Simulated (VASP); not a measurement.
# SiSn2 (P6_3/mmc) in VASP: a series of runs

The runs below take SiSn2 through relaxation of cell and atoms, single point, with PBE.

Everything below comes from runs of VASP 6.6.1. Logs are shortened: lines on timing, memory, paths and dates and some standing lists are left out, and cuts for length are marked.

### Step 1. The structure

It takes space group P6_3/mmc (No. 194, hexagonal). The conventional cell has a = 3.235 Å, b = 3.235 Å, c = 15.741 Å, α = 90.00°, β = 90.00°, γ = 120.00°. Si (site symmetry -6m2) is surrounded by 6 Sn at 3.22 Å and 6 Si at 3.24 Å. Around Sn (site symmetry 3m) lie 9 Sn at 3.22 to 3.24 Å and 3 Si at 3.22 Å.

The cell was built by a generator and needn't be a form met in nature.

### Step 2. Relaxation of cell and atoms, PBE

Input file INCAR:

```
SYSTEM = SiSn2
ALGO = Fast
EDIFF = 1E-6
EDIFFG = -0.04
ENCUT = 600
GGA = PE
IBRION = 2
ISIF = 3
ISMEAR = 0
LASPH = .TRUE.
LCHARG = .FALSE.
LREAL = .FALSE.
LWAVE = .FALSE.
NELM = 100
NSW = 90
PREC = Accurate
SIGMA = 0.1
```

Input file KPOINTS:

```
k-points
0
G
  6 6 1
  0 0 0
```

Input file POSCAR:

```
SiSn2
1.0
    3.2351875500      0.0000000000      0.0000000000
   -1.6175937800      2.8017546100      0.0000000000
    0.0000000000      0.0000000000     15.7408526800
Si Sn
2 4
Direct
    0.6666666700      0.3333333300      0.7500000000
    0.3333333300      0.6666666700      0.2500000000
    0.6666666700      0.3333333300      0.0833333300
    0.6666666700      0.3333333300      0.4166666700
    0.3333333300      0.6666666700      0.9166666700
    0.3333333300      0.6666666700      0.5833333300
```

Potentials or basis: VASP PAW PBE potentials, release 64 (Si, Sn_d).

The run is started by

```sh
cat potpaw_PBE.64/Si/POTCAR potpaw_PBE.64/Sn_d/POTCAR > POTCAR
mpirun -np 1 vasp_std > vasp.out
```

OUTCAR:

```text
SYSTEM = SiSn2
   EDIFF = 1E-6
   EDIFFG = -0.04
   ENCUT = 600
   GGA = PE
   IBRION = 2
   ISIF = 3
   ISMEAR = 0
   LASPH = .TRUE.
   LREAL = .FALSE.
   NELM = 100
   NSW = 90
   PREC = Accurate

 ion  position               nearest neighbor table
   1  0.667  0.333  0.750-   5 3.22   6 3.22   5 3.22   6 3.22   5 3.22   6 3.22
   2  0.333  0.667  0.250-   3 3.22   4 3.22   3 3.22   4 3.22   3 3.22   4 3.22
   3  0.667  0.333  0.083-   5 3.22   5 3.22   5 3.22   2 3.22   2 3.22   2 3.22
   4  0.667  0.333  0.417-   6 3.22   6 3.22   6 3.22   2 3.22   2 3.22   2 3.22
   5  0.333  0.667  0.917-   3 3.22   3 3.22   3 3.22   1 3.22   1 3.22   1 3.22
   6  0.333  0.667  0.583-   4 3.22   4 3.22   4 3.22   1 3.22   1 3.22   1 3.22

  LATTYP: Found a hexagonal cell.
 ALAT       =     3.2351875500
 C/A-ratio  =     4.8655147304

  Lattice vectors:

 A1 = (   3.2351875500,   0.0000000000,   0.0000000000)
 A2 = (  -1.6175937800,   2.8017546100,   0.0000000000)
 A3 = (   0.0000000000,   0.0000000000,  15.7408526800)

Analysis of symmetry for initial positions (statically):
=====================================================================
 Subroutine PRICEL returns:
 Original cell was already a primitive cell.

 Routine SETGRP: Setting up the symmetry group for a
 hexagonal supercell.

 Subroutine GETGRP returns: Found 24 space group operations
 (whereof 12 operations were pure point group operations)
 out of a pool of 24 trial point group operations.

The static configuration has the point symmetry D_3d.
 The point group associated with its full space group is D_6h.

Analysis of symmetry for dynamics (positions and initial velocities):
=====================================================================
 Subroutine PRICEL returns:
 Original cell was already a primitive cell.

 Routine SETGRP: Setting up the symmetry group for a
 hexagonal supercell.

 Subroutine GETGRP returns: Found 24 space group operations
 (whereof 12 operations were pure point group operations)
 out of a pool of 24 trial point group operations.

The dynamic configuration has the point symmetry D_3d.
 The point group associated with its full space group is D_6h.

 Subroutine INISYM returns: Found 24 space group operations
 (whereof 12 operations are pure point group operations),
 and found     1 'primitive' translations

----------------------------------------------------------------------------------------

                                     Primitive cell

  volume of cell :     142.6783

  direct lattice vectors                    reciprocal lattice vectors
     3.235187550  0.000000000  0.000000000     0.309101091  0.178459598  0.000000000
    -1.617593780  2.801754610  0.000000000     0.000000000  0.356919195  0.000000000
     0.000000000  0.000000000 15.740852680     0.000000000  0.000000000  0.063528960

  length of vectors
     3.235187550  3.235187557 15.740852680     0.356919196  0.356919195  0.063528960

  position of ions in fractional coordinates (direct lattice)
     0.666666670  0.333333330  0.750000000
     0.333333330  0.666666670  0.250000000
     0.666666670  0.333333330  0.083333330
     0.666666670  0.333333330  0.416666670
     0.333333330  0.666666670  0.916666670
     0.333333330  0.666666670  0.583333330

  ion indices of the primitive-cell ions
   primitive index   ion index
                 1           1
                 2           2
                 3           3
                 4           4
                 5           5
                 6           6

----------------------------------------------------------------------------------------

 KPOINTS: k-points

Automatic generation of k-mesh.
 Grid dimensions read from file:
 generate k-points for:    6    6    1

 Generating k-lattice:

  Cartesian coordinates                     Fractional coordinates (reciprocal lattice)
     0.051516848  0.029743266  0.000000000     0.166666667 -0.000000000  0.000000000
     0.000000000  0.059486533  0.000000000     0.000000000  0.166666667  0.000000000
     0.000000000  0.000000000  0.063528960     0.000000000  0.000000000  1.000000000

  Length of vectors
     0.059486533  0.059486533  0.063528960

  Shift w.r.t. Gamma in fractional coordinates (k-lattice)
     0.000000000  0.000000000  0.000000000

 Subroutine IBZKPT returns following result:
 ===========================================

 Found      7 irreducible k-points:

 Following reciprocal coordinates:
            Coordinates               Weight
  0.000000  0.000000  0.000000      1.000000
  0.166667  0.000000  0.000000      6.000000
  0.333333  0.000000  0.000000      6.000000
  0.500000 -0.000000  0.000000      3.000000
  0.166667  0.166667  0.000000      6.000000
  0.333333  0.166667  0.000000     12.000000
  0.333333  0.333333  0.000000      2.000000
   k-points           NKPTS =      7   k-points in BZ     NKDIM =      7   number of bands    NBANDS=     38
   number of dos      NEDOS =    301   number of ions     NIONS =      6
   total plane-waves  NPLWV =  98784
   dimension x,y,z NGX =    28 NGY =   28 NGZ =  126
   dimension x,y,z NGXF=    56 NGYF=   56 NGZF=  252
   ions per type =               2   4
   NGX,Y,Z   is equivalent  to a cutoff of  14.39, 14.39, 13.31 a.u.
   NGXF,Y,Z  is equivalent  to a cutoff of  28.78, 28.78, 26.61 a.u.
 SYSTEM =  SiSn2
   PREC   = accura    normal or accurate (medium, high low for compatibility)
   ISTART =      0    job   : 0-new  1-cont  2-samecut
   ICHARG =      2    charge: 1-file 2-atom 10-const
   ISPIN  =      1    spin polarized calculation?
   LNONCOLLINEAR =      F non collinear calculations
   LSORBIT =      F    spin-orbit coupling
   LASPH  =      T    aspherical Exc in radial PAW
   ENCUT  =  600.0 eV  44.10 Ry    6.64 a.u.   6.46  6.46 31.44*2*pi/ulx,y,z
   NELM   =    100;   NELMIN=  2; NELMDL= -5     # of ELM steps
   EDIFF  = 0.1E-05   stopping-criterion for ELM
   LREAL  =      F    real-space projection
   EDIFFG = -.4E-01   stopping-criterion for IOM
   NSW    =     90    number of steps for IOM
   IBRION =      2    ionic relax: 0-MD 1-quasi-New 2-CG
   NFREE  =      1    steps in history (QN), initial steepest desc. (CG)
   ISIF   =      3    stress and relaxation
   ISYM   =      2    0-nonsym 1-usesym 2-fastsym
   POTIM  = 0.5000    time-step for ionic-motion
   TEBEG  =    0.0;   TEEND  =   0.0 temperature during run
   PSTRESS=    0.0 pullay stress
   NELECT =      64.0000    total number of electrons
   NUPDOWN=      -1.0000    fix difference up-down
   EMIN   =  10.00;   EMAX   =-10.00  energy-range for DOS
   EFERMI =   0.00;   METHOD = LEGACY
   ISMEAR =     0;   SIGMA  =   0.10  broadening in eV -4-tet -1-fermi 0-gaus
   EFERMI_NEDOS =   21; number of points for ismear=-14 and -15
   IALGO  =     68    algorithm
   IMIX   =      4    mixing-type and parameters
     AMIX     =   0.40;   BMIX     =  1.00
     AMIX_MAG =   1.60;   BMIX_MAG =  1.00
  volume/ion in A,a.u.               =      23.78       160.47
  Fermi-wavevector in a.u.,A,eV,Ry     =   1.253186  2.368178 21.367613  1.570475
  Thomas-Fermi vector in A             =   2.387051
   LORBIT       =      0    0 simple, 1 ext, 2 COOP (PROOUT), +10 PAW based schemes
   GGA     = PE    functional components
   LHFCALC =     F    Hartree Fock is set to
   AEXX    =    0.0000 exact exchange contribution
   IVDW    =     0    specifies the selected vdW correction
   LEPSILON=     F    determine dielectric tensor
   LRPA    =     F    only Hartree local field effects (RPA)
 conjugate gradient relaxation of ions
 non-spin polarized calculation
 RMM-DIIS sequential band-by-band and
 Gauss-broadening in eV      SIGMA  =   0.10
  energy-cutoff  :      600.00
  volume of cell :      142.68
 maximum number of plane-waves:      4815
 NGX is ok and might be reduce to    28
   NGX = 13   NGY = 13   NGZ = 63

--------------------------------------- Ionic step        1  -------------------------------------------

 number of electron      64.0000015 magnetization

 Free energy of the ion-electron system (eV)
  ---------------------------------------------------
  ext. energy  EPLUGINS =         0.00000000
  ---------------------------------------------------
  free energy    TOTEN  =       -23.40509405 eV

  energy without entropy =      -23.35393678  energy(sigma->0) =      -23.37951541

------------------------ aborting loop because EDIFF is reached ----------------------------------------

  FORCE on cell =-STRESS in cart. coord.  units (eV):
  Direction    XX          YY          ZZ          XY          YZ          ZX
  --------------------------------------------------------------------------------------
  -------------------------------------------------------------------------------------
  Total        2.1405395      2.1405395      0.8097718     -0.0000000      0.0000000      0.0000000
  in kB       24.0367645     24.0367646      9.0931718     -0.0000000      0.0000000      0.0000000
  external PRESSURE =      19.0555670 kB  Pullay stress =       0.0000000 kB
[... 101 lines left out ...]
  FREE ENERGIE OF THE ION-ELECTRON SYSTEM (eV)
  ---------------------------------------------------
  free  energy   TOTEN  =       -23.6951579561 eV

  energy  without entropy=      -23.6736197003  energy(sigma->0) =      -23.68438883

[... ionic steps 4 to 14 ...]

--------------------------------------- Ionic step       15  -------------------------------------------

 number of electron      64.0000008 magnetization

------------------------ aborting loop because EDIFF is reached ----------------------------------------

  FORCE on cell =-STRESS in cart. coord.  units (eV):
  Direction    XX          YY          ZZ          XY          YZ          ZX
  --------------------------------------------------------------------------------------
  -------------------------------------------------------------------------------------
  Total       -0.1650206     -0.1650206      0.3395156      0.0000000     -0.0000000     -0.0000000
  in kB       -1.8215668     -1.8215668      3.7477153      0.0000000     -0.0000000     -0.0000000
  external PRESSURE =       0.0348605 kB  Pullay stress =       0.0000000 kB
[... 65 lines left out ...]
  energy  without entropy=      -24.0668094408  energy(sigma->0) =      -24.08269465

--------------------------------------- Ionic step       17  -------------------------------------------

 number of electron      64.0000001 magnetization

 Free energy of the ion-electron system (eV)
  ---------------------------------------------------
  ext. energy  EPLUGINS =         0.00000000
  ---------------------------------------------------
  free energy    TOTEN  =       -24.10551541 eV

  energy without entropy =      -24.07586018  energy(sigma->0) =      -24.09068780

 E-fermi :   7.8378     XC(G=0): -10.3562

 val. band max:        7.8356478780   @ k =   0.3333   0.1667   0.0000
 cond. band min:       7.8922762518   @ k =   0.1667   0.1667   0.0000
 fundamental gap:      0.0566283738
 Fermi energy:         7.8378030189

 k-point     1 :       0.0000    0.0000    0.0000
  band No.  band energies     occupation
      1     -13.5968      2.00000
      2     -13.5968      2.00000
      3     -13.5965      2.00000
      4     -13.5965      2.00000
      5     -13.5927      2.00000
      6     -13.5927      2.00000
[... 309 lines left out ...]
  FREE ENERGIE OF THE ION-ELECTRON SYSTEM (eV)
  ---------------------------------------------------
  free  energy   TOTEN  =       -24.1055154058 eV

  energy  without entropy=      -24.0758601846  energy(sigma->0) =      -24.09068780

 reached required accuracy - stopping structural energy minimisation
```

It took 15 min on 1 thread of Intel Xeon Platinum 8259CL at 2.50GHz (Skylake/Cascade Lake), shared host; peak memory 0.33 GiB.

Results:

```
Free energy                            : -24.1055 eV
Relaxed volume                         : 24.03 Å³/atom
Relaxed cell                           : a = 3.360 Å, b = 3.360 Å, c = 14.741 Å, α = 90.00°, β = 90.00°, γ = 120.00°
Space group after relaxing (to 0.05 Å) : P6_3/mmc (No. 194)
Energy gained by relaxing              : 116.7 meV/atom
Ionic steps                            : 17
Pressure after relaxing                : 0.0 GPa
Largest force after relaxing           : 0.034 eV/Å
Band gap on the k mesh                 : none (metal or under the smearing width)
```

Forces on the atoms (eV/Å):
```
Si   0.000  0.000  0.000
Si   0.000  0.000  0.000
Sn   0.000  0.000 -0.034
Sn   0.000  0.000  0.034
Sn   0.000  0.000  0.034
Sn   0.000  0.000 -0.034
```

The path:
| step | energy change (eV) | largest force (eV/Å) | pressure (GPa) | volume (Å³) |
| --- | --- | --- | --- | --- |
| 1 | 0.0000 | 1.0181 | 1.91 | 142.68 |
| 2 | -0.2128 | 0.8609 | -0.77 | 148.59 |
| 3 | -0.2901 | 0.6385 | -2.97 | 154.50 |
| 4 | -0.4490 | 0.4831 | -2.28 | 151.71 |
| 5 | -0.5493 | 0.2264 | -1.57 | 148.88 |
| 6 | -0.6278 | 0.0219 | 0.27 | 143.31 |
| 7 | -0.6196 | 0.2143 | 1.61 | 141.26 |
| 8 | -0.6306 | 0.0628 | 0.66 | 142.75 |
| 9 | -0.6488 | 0.3234 | 1.73 | 142.42 |
| 10 | -0.6635 | 0.2102 | 1.11 | 142.57 |
| 11 | -0.6832 | 0.1062 | -0.27 | 145.72 |
| 12 | -0.6834 | 0.0943 | -0.38 | 146.05 |
| 13 | -0.6892 | 0.0930 | -0.23 | 145.52 |
| 14 | -0.6903 | 0.0932 | -0.11 | 145.24 |
| 15 | -0.6904 | 0.0933 | 0.00 | 145.15 |
| 16 | -0.6935 | 0.0815 | -0.04 | 144.90 |
| 17 | -0.7004 | 0.0343 | -0.02 | 144.16 |

Final structure:
```
CELL_PARAMETERS angstrom
3.36033 0.00000 0.00000
-1.68016 2.91013 0.00000
0.00000 0.00000 14.74143
ATOMIC_POSITIONS crystal
Si 0.66667 0.33333 0.75000
Si 0.33333 0.66667 0.25000
Sn 0.66667 0.33333 0.10001
Sn 0.66667 0.33333 0.39999
Sn 0.33333 0.66667 0.89999
Sn 0.33333 0.66667 0.60001
```

Caveat: the k mesh is coarse (spacing up to 0.40 Å⁻¹), so the values aren't converged.

(Part 1 of 2 ends here.)
